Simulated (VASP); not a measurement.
## LiYHg: band structure with r2SCAN

LiYHg:

```
CELL_PARAMETERS angstrom
4.21794 0.00000 0.00000
0.00000 4.21794 0.00000
0.00000 0.00000 5.25109
ATOMIC_POSITIONS crystal
Li 0.50000 0.50000 0.50000
Y 0.00000 0.00000 0.00000
Hg 0.50000 0.50000 0.00000
```

The cell was built by a generator and needn't be a form met in nature.

| Quantity | Value |
| --- | --- |
| Program | VASP 6.6.1 |
| Task | band structure |
| Functional | r2SCAN |
| Potentials or basis | VASP PAW PBE potentials, release 64 (Li_sv, Y_sv, Hg) |
| Cutoff | 600 eV |
| k mesh | 5 × 5 × 4 |
| Occupations | fermi-dirac, width 0.05 eV |
| Spin | no spin polarisation |
| Further INCAR settings | PREC = Normal; ALGO = Normal; EDIFF = 1e-06; NBANDS = 20 |

```yaml
Pressure: -0.5 GPa
Band_gap_along_the_path: none (metal or under the smearing width)
```

Stress tensor (GPa, compression positive):
```
-0.89  0.00  0.00
 0.00 -0.89  0.00
 0.00  0.00  0.34
```

Levels at the corners of the path, in eV from the Fermi level:
| point | band 9 | band 10 | band 11 | band 12 | band 13 | band 14 | band 15 | band 16 | band 17 | band 18 |
| --- | --- | --- | --- | --- | --- | --- | --- | --- | --- | --- |
| Γ | -7.79 | -7.79 | -6.89 | -0.32 | -0.19 | 1.10 | 2.49 | 2.49 | 2.96 | 2.96 |
| X | -7.85 | -7.76 | -5.26 | -2.85 | -0.61 | 0.05 | 0.39 | 2.41 | 3.18 | 3.77 |
| X | -7.85 | -7.76 | -5.26 | -2.85 | -0.61 | 0.05 | 0.39 | 2.41 | 3.18 | 3.77 |
| M | -7.91 | -7.75 | -5.38 | -0.75 | -0.75 | 0.77 | 1.56 | 1.56 | 1.89 | 3.53 |
| M | -7.91 | -7.75 | -5.38 | -0.75 | -0.75 | 0.77 | 1.56 | 1.56 | 1.89 | 3.53 |
| Γ | -7.79 | -7.79 | -6.89 | -0.32 | -0.19 | 1.10 | 2.49 | 2.49 | 2.96 | 2.96 |
| Γ | -7.79 | -7.79 | -6.89 | -0.32 | -0.19 | 1.10 | 2.49 | 2.49 | 2.96 | 2.96 |
| Z | -7.81 | -7.81 | -6.71 | -2.22 | 1.21 | 2.05 | 2.12 | 2.12 | 3.49 | 3.80 |
| Z | -7.81 | -7.81 | -6.71 | -2.22 | 1.21 | 2.05 | 2.12 | 2.12 | 3.49 | 3.80 |
| R | -7.87 | -7.78 | -5.15 | -2.26 | -1.53 | 0.16 | 0.54 | 2.18 | 2.21 | 3.23 |
| R | -7.87 | -7.78 | -5.15 | -2.26 | -1.53 | 0.16 | 0.54 | 2.18 | 2.21 | 3.23 |
| A | -7.95 | -7.75 | -5.38 | 0.06 | 0.06 | 0.46 | 0.46 | 1.42 | 2.46 | 3.06 |
| A | -7.95 | -7.75 | -5.38 | 0.06 | 0.06 | 0.46 | 0.46 | 1.42 | 2.46 | 3.06 |
| Z | -7.81 | -7.81 | -6.71 | -2.22 | 1.21 | 2.05 | 2.12 | 2.12 | 3.49 | 3.80 |
| X | -7.85 | -7.76 | -5.26 | -2.85 | -0.61 | 0.05 | 0.39 | 2.41 | 3.18 | 3.77 |
| R | -7.87 | -7.78 | -5.15 | -2.26 | -1.53 | 0.16 | 0.54 | 2.18 | 2.21 | 3.23 |
| M | -7.91 | -7.75 | -5.38 | -0.75 | -0.75 | 0.77 | 1.56 | 1.56 | 1.89 | 3.53 |
| A | -7.95 | -7.75 | -5.38 | 0.06 | 0.06 | 0.46 | 0.46 | 1.42 | 2.46 | 3.06 |

Run time: 6 min on 1 thread of Intel(R) Xeon(R) Platinum 8488C (Sapphire Rapids), with other jobs on the host, peak memory 0.22 GiB.

Caveat: the cutoff is under 1.25 times the usual one of these potentials, so pressure, stress and relaxed cells hold a basis-set (Pulay) error; the PAW data sets were made with another functional, which shifts forces and pressure a little; spin-orbit coupling is left out, which moves the levels of the heavy elements.
